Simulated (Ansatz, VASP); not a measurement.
K2HfSe3 in VASP and in Ansatz

```xyz
6
Lattice="5.1945 0.0000 0.0000 -2.5973 4.4986 0.0000 0.0000 0.0000 6.1650" Properties=species:S:1:pos:R:3 pbc="T T T"
K     2.5973    1.4995    3.6930
K     0.0000    2.9991    2.4720
Hf    0.0000    0.0000    0.0000
Se    2.5973    1.4995    0.5191
Se    0.0000    2.9991    5.6460
Se    0.0000    0.0000    3.0825
```

Change from the starting cell: species swapped into the Eu2H3Cl type (P-3m1, No. 164).

Alike in both runs: functional PBE; k mesh 6 × 6 × 4; occupations gaussian, width 0.1 eV; no spin polarisation.

Ansatz relaxed the structure, and its values are those at the end. VASP's run is a single point on that final structure, the one shown.

```csv
,VASP,Ansatz
version,VASP 6.6.1,Ansatz 0.2.0
potentials or method,"VASP PAW PBE potentials, release 64 (K_sv, Hf_pv, Se)","scalar-relativistic, plane waves, PAW"
plane-wave cutoff (eV),520,420
valence electrons in the cell,46,92
```

VASP gave:

```
gap on the k mesh at the Fermi level (eV) : none
pressure (GPa)                            : 0.0
rms of the force components (eV/Å)        : 0.004
```

**Question.** What did Ansatz give for the same quantities?

**Answer.** gap on the k mesh at the Fermi level (eV): none; pressure (GPa): 0.0; rms of the force components (eV/Å): 0.005.

A gap of «none» marks a metal or a gap that the smearing closes. The two sets of potentials don't hold the same shells in valence.

The runs have no spin-orbit coupling, so splittings on Hf are missing.
